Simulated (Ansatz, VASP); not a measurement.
# Cross-check of Mg2Sb2Se5 between VASP and Ansatz, part 2 of 2

Wanted: the spread between two codes on one cell, functional and k mesh. The cell is invented: As first built, before any earlier steps moved the atoms (in the runner's words): it takes the Mg2Al2Se5 structure with some of its atoms replaced by other elements, volume scaled by an estimate. It may not be a known or stable phase. The structure shown is frame 120 of VASP's trajectory.

VASP 6.6.1 and Ansatz 0.2.0.

So far: Set-up; VASP: dynamics, PBE.

### 3. Ansatz: single point, PBE

Level of this step: Ansatz beside VASP: Kohn-Sham DFT, plane waves, PBE (Ansatz).

Ansatz runs on its default PAW (the set named soft_2) files.

The same cell, functional, mesh and smearing now go to Ansatz, which takes its cutoff from its data sets.

input.yaml reads:

```yaml
crystal:
  lattice:
    - [8.733313, 0.0, 0.0]
    - [-4.366656, 7.563271, 0.0]
    - [0.0, 0.0, 17.97764]
  atoms:
    - { symbol: Sb, position: [0.2330183192, 0.067451596, 0.2234649821] }
    - { symbol: Sb, position: [0.6669465168, 0.0039317697, 0.1201564833] }
    - { symbol: Sb, position: [0.6634304658, 0.6202533269, 0.1807767315] }
    - { symbol: Sb, position: [0.0992468897, 0.6540696479, 0.9668338002] }
    - { symbol: Sb, position: [0.8582013688, 0.3978692552, 0.860323157] }
    - { symbol: Sb, position: [0.6094816509, 0.8307991344, 0.9123377707] }
    - { symbol: Sb, position: [0.9685627602, 0.948356075, 0.8244830801] }
    - { symbol: Sb, position: [0.523122825, 0.5589477093, 0.749763039] }
    - { symbol: Se, position: [0.2641215208, 0.5148763015, 0.899631431] }
    - { symbol: Se, position: [0.304347502, 0.8812597089, 0.1158778905] }
    - { symbol: Se, position: [0.6744479255, 0.3189834134, 0.1876523281] }
    - { symbol: Se, position: [0.6174711329, 0.8589308779, 0.2558655085] }
    - { symbol: Se, position: [0.6045065289, 0.4852415046, 0.8958495108] }
    - { symbol: Se, position: [0.1711452318, 0.7863440302, 0.8329463712] }
    - { symbol: Se, position: [0.5477803971, 0.0979300094, 0.8892908079] }
    - { symbol: Se, position: [0.9698908041, 0.8924071344, 0.1231604371] }
    - { symbol: Se, position: [0.3865026323, 0.9494499139, 0.5629776767] }
    - { symbol: Se, position: [0.8443094645, 0.8647044381, 0.6926320696] }
    - { symbol: Se, position: [0.2239600577, 0.2245903922, 0.7404431282] }
    - { symbol: Se, position: [0.1306414227, 0.3599900096, 0.645658162] }
    - { symbol: Se, position: [0.0546339289, 0.0450885073, 0.468889298] }
    - { symbol: Se, position: [0.0905906485, 0.7429807817, 0.3114926097] }
    - { symbol: Se, position: [0.1706437874, 0.3512599244, 0.2498965938] }
    - { symbol: Se, position: [0.3935226472, 0.3869666973, 0.4628606424] }
    - { symbol: Se, position: [0.7254945394, 0.7250444946, 0.4702431465] }
    - { symbol: Se, position: [0.7174267474, 0.2149494577, 0.3809394893] }
    - { symbol: Se, position: [0.0061158542, 0.5186077558, 0.5120583124] }
    - { symbol: Se, position: [0.6241741642, 0.3978986076, 0.6520566659] }
    - { symbol: Mg, position: [0.3349328804, 0.6136425629, 0.5466604627] }
    - { symbol: Mg, position: [0.2713633, 0.1716078929, 0.5867260664] }
    - { symbol: Mg, position: [0.8543579749, 0.6642358842, 0.5840705454] }
    - { symbol: Mg, position: [0.6489336421, 0.2511332729, 0.5103469087] }
    - { symbol: Mg, position: [0.1867822256, 0.8450740427, 0.4515865264] }
    - { symbol: Mg, position: [0.2927996393, 0.6807694713, 0.2305403268] }
    - { symbol: Mg, position: [0.071753742, 0.3118654614, 0.393931239] }
    - { symbol: Mg, position: [0.777031534, 0.5345993817, 0.3685172804] }
hamiltonian:
  xc: pbe
  pseudopotentials: { kind: paw }
kpoints:
  mp_grid: { grid: [1, 1, 1] }
scf:
  occupations: { method: fermi_dirac, width: 0.0259 }
  n_extra_bands: 13
output:
  forces: true
  stress: true
  eigenvalues: true
```

On the command line:

```sh
$ ansatz run input.yaml --threads 4 --pin off --max-ram 18432MiB --backend cpu --events-out ev --progress --plain --runs-dir out
```

Numbers of over 12 decimals in the logs are rounded to 6 here.

The program printed:

```text
scf.n_extra_bands = 13 over 260 filled bands (N_el = 520.0): the run solves 273 bands
Engine: ansatz 0.2.0, aarch64-unknown-linux-gnu
Pseudopotentials: kind: paw
Pseudopotential: Sb, paw, valence charge 15, recommended cutoff 420 eV (normal), Sb.paw.azcp
Pseudopotential: Se, paw, valence charge 16, recommended cutoff 420 eV (normal), Se.paw.azcp
Pseudopotential: Mg, paw, valence charge 10, recommended cutoff 420 eV (normal), Mg.paw.azcp
Functional definition: PBE
  parameter kappa = 0.804
  parameter beta = 0.066725
  exchange = pbe_x(kappa = kappa, mu = beta*pi^2/3)
  correlation = pbe_c(beta = beta)
Crystal: 36 atoms, lattice volume = 1187.467 Å³
Basis set: ecut = 420 eV, 23263 PW (Γ), exchange–correlation on 120×120×250 points (8 copies of the dense FFT grid, shifted against one another)
Bands: 273, of which v1, the nominal top of the filled ones, is band 260 counted from 1 (259 counted from 0)
Symmetry: 1 space group operations
Space group: P1 (ITA 1), of the structure as read, at distance tolerance 1.1e-4 Å
k-points: 1
Non-local potential: Sb, projectors of the file, l = 0: 2, l = 1: 2, l = 2: 2, l = 3: 2
Non-local potential: Se, projectors of the file, l = 0: 2, l = 1: 2, l = 2: 3, l = 3: 1
Non-local potential: Mg, projectors of the file, l = 0: 3, l = 1: 2, l = 2: 1
PAW form: soft (Blöchl's): semilocal exchange-correlation on the pseudo side does not see the compensation charge
PAW one-centre angular grid: Sb, 590 points (default); XC on 64 Gauss nodes
PAW one-centre angular grid: Se, 590 points (default); XC on 64 Gauss nodes
PAW one-centre angular grid: Mg, 110 points (default); XC on 64 Gauss nodes
Initial density: superposition of atomic densities (neutral atoms: chi_scale 0, normalization atom), corrected by the library's trained network
Initial wavefunctions: pseudopotential atomic-orbital guess
Functional: x = pbe(κ = 0.804, μ = 0.219515), c = pbe(β = 0.066725)
SCF iter   1: F=—  HF=-176666.767778 eV  |F-HF|=—  |Δ(HF+E_count)|=         —  Δρ=5.90e-3  dr2=2.91e0  ethr=1.77e-3  ⟨swp⟩=6.0  Hψ=1074  notcnv=0
preconditioner: auto → Resta (q_TF=auto, 2.378 Å⁻¹)  ε∞=5.4  [insulator: Δε(μ)=0.379 eV  Ē_g=6.838 eV  σ=0.026 eV  W_gap=1.00  n_scr=270 (ndim 8)  ℏωp=14.3 eV  f_vac=0.212  D(μ)=0.10/eV (n_scr^D=0)  ε∞_Penn≈5.4]
SCF iter   2: F=—  HF=-176666.663927 eV  |F-HF|=—  |Δ(HF+E_count)|=   1.04e-1  Δρ=5.84e-3  dr2=2.54e0  ethr=5.60e-4  ⟨swp⟩=2.0  Hψ=355  notcnv=0  defer=4
SCF iter   3: F=—  HF=-176666.502819 eV  |F-HF|=—  |Δ(HF+E_count)|=   1.61e-1  Δρ=2.30e-3  dr2=1.90e-1  ethr=4.88e-4  ⟨swp⟩=3.0  Hψ=287  notcnv=0  defer=4
SCF iter   4: F=—  HF=-176666.479047 eV  |F-HF|=—  |Δ(HF+E_count)|=   2.38e-2  Δρ=9.24e-4  dr2=2.07e-2  ethr=3.66e-5  ⟨swp⟩=2.0  Hψ=428  notcnv=0  defer=4
SCF iter   5: F=—  HF=-176666.477471 eV  |F-HF|=—  |Δ(HF+E_count)|=   1.58e-3  Δρ=3.56e-4  dr2=3.85e-3  ethr=3.98e-6  ⟨swp⟩=2.0  Hψ=443  notcnv=0  defer=4
SCF iter   6: F=—  HF=-176666.478310 eV  |F-HF|=—  |Δ(HF+E_count)|=   8.39e-4  Δρ=1.69e-4  dr2=1.08e-3  ethr=7.41e-7  ⟨swp⟩=2.0  Hψ=441  notcnv=0  defer=4
SCF iter   7: F=—  HF=-176666.478663 eV  |F-HF|=—  |Δ(HF+E_count)|=   3.53e-4  Δρ=6.84e-5  dr2=1.65e-4  ethr=2.07e-7  ⟨swp⟩=2.0  Hψ=488  notcnv=0  defer=4
SCF iter   8: F=—  HF=-176666.478756 eV  |F-HF|=—  |Δ(HF+E_count)|=   9.27e-5  Δρ=3.23e-5  dr2=4.94e-5  ethr=3.17e-8  ⟨swp⟩=2.0  Hψ=495  notcnv=0  defer=4
SCF iter   9: F=—  HF=-176666.479042 eV  |F-HF|=—  |Δ(HF+E_count)|=   2.87e-4  Δρ=1.58e-5  dr2=9.01e-6  ethr=9.51e-9  ⟨swp⟩=2.0  Hψ=494  notcnv=0  defer=4
SCF iter  10: F=—  HF=-176666.479048 eV  |F-HF|=—  |Δ(HF+E_count)|=   5.68e-6  Δρ=6.92e-6  dr2=1.91e-6  ethr=1.73e-9  ⟨swp⟩=2.0  Hψ=516  notcnv=0  defer=4
SCF iter  11: F=—  HF=-176666.479048 eV  |F-HF|=—  |Δ(HF+E_count)|=   8.00e-7  Δρ=3.43e-6  dr2=5.19e-7  ethr=3.68e-10  ⟨swp⟩=2.0  Hψ=521  notcnv=0  defer=4
SCF iter  12: F=—  HF=-176666.479049 eV  |F-HF|=—  |Δ(HF+E_count)|=   2.71e-7  Δρ=1.62e-6  dr2=1.84e-7  ethr=9.98e-11  ⟨swp⟩=2.0  Hψ=504  notcnv=0  defer=4
SCF iter  13: F=-176666.479049 eV  HF=-176666.479049 eV  |F-HF|=4.60e-9  |Δ(HF+E_count)|=   3.08e-8  Δρ=8.08e-7  dr2=2.54e-8  ethr=1.92e-11  ⟨swp⟩=9.0  Hψ=1280  notcnv=0
SCF 1 converged in 13 iterations: F = -176666.479049 eV  dr2 = 2.54e-8
  greatest PAW one-centre occupation: 1.000 electrons in one spin orbital (limit 2), on the Mg atom at site 30 (counted from 0), in its partial waves of l = 0
SCF converged after 13 iterations
Free energy (F): -176666.479049 eV
Harris-Foulkes:  -176666.479049 eV  (|F-HF|=4.60e-9)
Internal energy: -176666.475994 eV  (E = F + TS)
E sigma→0 (E₀):  -176666.477522 eV
Entropy (-TS):   -0.003055 eV (-0.085 meV/atom)
Fermi energy:    4.884865 eV
--- Per-component energies (eV) ---
  E_band       = -13430.641945
  E_kinetic    = 4602.731984
  E_local      = -95851.156641  (includes V_loc(G=0)·N_el)
  E_nonlocal   = -8256.088634
  E_hartree    = 44442.872064
  E_xc         = -3413.595375
  E_vxc        = -3017.427248  (∫ρ·V_xc dr)
  E_paw        = -77163.107395  (= ΣΔE_a)
  E_vpaw       = 205.562591  (= ΣTr[D̂ρ^β])
  E_aug_tail   = -0.011869  (compensation charges beyond the density's cutoff)
  E_ewald      = -41028.120127
  E_smearing   = -0.003055  (= −TS)
  E_closure    = -0.000000  (closes the sum)
  Σ components = -176666.479049   (vs F -176666.479049, Δ=0.00e0)
--- Forces (eV/Å), atoms counted from 1 ---
  atom   1  Sb     0.18949831     0.22912783     0.18169485
  atom   2  Sb    -0.04720137    -0.06304974     1.01182312
  atom   3  Sb     0.40570869    -0.64129560    -0.39726200
  atom   4  Sb    -0.44688845     0.01643264    -0.11063483
  atom   5  Sb    -0.41252672     0.16582882     0.31619217
  atom   6  Sb    -0.17962094    -0.45269759    -0.08274613
  atom   7  Sb     0.47186754    -0.22387316    -0.48739957
  atom   8  Sb     0.18109164     0.18505330     0.19324432
  atom   9  Se     0.65003623    -0.03323138    -0.01325011
  atom  10  Se     0.33027761     0.13202280     0.40495849
  atom  11  Se    -0.14862208    -0.31183761    -0.24970013
  atom  12  Se     0.15796773     1.17404081    -0.64989814
  atom  13  Se     0.17608622     0.13660279    -0.73431100
  atom  14  Se    -0.66807722     0.17309099     0.37533838
  atom  15  Se     0.15175240     0.26207196    -0.17224723
  atom  16  Se    -0.72265360    -0.11348046     0.11276655
  atom  17  Se     0.71341833    -0.09038222     0.24933284
  atom  18  Se    -0.26808035     0.27978795     0.72071492
  atom  19  Se     0.27649300    -0.09785150     0.10618759
  atom  20  Se    -0.42251139    -0.06784871     0.07567392
  atom  21  Se    -0.49006254    -0.09054181     0.04183708
  atom  22  Se     0.26356853     0.40579159     0.04883102
  atom  23  Se     0.03573061    -0.21227058     0.22366980
  atom  24  Se     0.01602011     0.24711460     0.16529394
[...]
atom  29  Mg     0.24051145     0.00047438     0.08565788
  atom  30  Mg    -0.10834431     0.35735832     0.10738669
  atom  31  Mg     0.27137251     0.11780617     0.28041614
  atom  32  Mg    -0.13703630    -0.24782980     0.32467748
  atom  33  Mg    -0.15678832    -0.12332587    -0.56681202
  atom  34  Mg    -0.37137767    -0.37757628    -0.24748145
  atom  35  Mg    -0.54670685    -0.09396353    -0.44063713
  atom  36  Mg     0.08174903    -0.33324133    -0.15042550
  max |Σ_I F_I| component: 2.80e-5 eV/Å
--- Stress (GPa, compression-positive) ---
       -0.359477      -0.268907       0.438110
       -0.268907      -1.094356       0.350334
        0.438110       0.350334      -1.166771
  P = ⅓ Tr σ = -0.8735 GPa (-8.735 kbar)
--- Band table (eV) ---
  k-point 0: bands = [... 256 lower, 4.2447, 4.3494, 4.5516, 4.7457, 5.0240, 5.7899, 5.9834, 6.0792, ... 9 higher]
```

It took 11 s on 4 threads of Arm Neoverse V2, shared host; peak memory 1.3 GiB; 39 s of CPU time.

The run ends at a pressure of -0.87 GPa, with forces up to 1.4 eV/Å.

### 4. Differences

Known differences besides the potentials themselves: the data sets hold 520 valence electrons in Ansatz (default PAW (the set named soft_2) files) and 176 in VASP; the cutoff is 420 eV in Ansatz and 220 eV in VASP (PREC = Normal, projectors in real space); VASP leaves aspherical gradient terms in its spheres out (LASPH is not set), Ansatz keeps them. Total energies have different zeros and are not compared.

Forces on 10 of the 36 atoms, those with the largest forces and the largest differences (eV/Å; atoms numbered as in POSCAR):

| atom | Ansatz x, y, z | VASP x, y, z |
| --- | --- | --- |
| Sb2 | -0.047, -0.063, 1.012 | -0.039, -0.059, 1.011 |
| Sb3 | 0.406, -0.641, -0.397 | 0.407, -0.653, -0.400 |
| Sb4 | -0.447, 0.016, -0.111 | -0.464, 0.035, -0.056 |
| Sb7 | 0.472, -0.224, -0.487 | 0.465, -0.212, -0.451 |
| Se9 | 0.650, -0.033, -0.013 | 0.668, -0.055, -0.040 |
| Se12 | 0.158, 1.174, -0.650 | 0.156, 1.196, -0.634 |
| Se13 | 0.176, 0.137, -0.734 | 0.166, 0.143, -0.721 |
| Se14 | -0.668, 0.173, 0.375 | -0.656, 0.174, 0.347 |
| Se17 | 0.713, -0.090, 0.249 | 0.719, -0.094, 0.252 |
| Se18 | -0.268, 0.280, 0.721 | -0.271, 0.271, 0.691 |

The forces differ by 13 meV/Å r.m.s., which is 3.6 % of the r.m.s. force of 0.35 eV/Å (both taken over all components).

### 5. What the set-up changes

Further runs change the set-up of one program: Ansatz's method, potentials or start, or VASP's data sets, cutoff or form of LDA. The table gives Ansatz less VASP for each quantity, since a change that brings one quantity closer may part another.

| run | r.m.s. force difference (meV/Å) |
| --- | --- |
| as above | 13 |
| Ansatz's larger PAW set (cutoff 760 eV) | 13 |
| norm-conserving potentials (cutoff 1170 eV) | 11 |

### 6. Outcome

```yaml
r_m_s_force_difference_single_point_pbe: 3.6 % of the r.m.s. force
```

What this shows: The r.m.s. force difference is 3.6 % of the r.m.s. force (single point, PBE), beyond the 3 % picked in this series as the mark of a large difference. For single point, PBE, no further run moves any of the tabulated differences by more than a quarter of its size. Such differences can come from data sets, numerical settings and the points named under the comparisons, not from the functional's error against experiment.

[Lines on the potential files, build, host, timing and source positions are cut from VASP's logs without a mark.]

[Logs are printed without paths, hosts, clocks, repeated set-up lines and the standing remarks that a program may print on its own settings, such as how far it seeks lower states.]

[Hosts, paths, dates, database ids (printed as entryN), source tags and the programs' standing remarks are cut or masked in the printed files.]
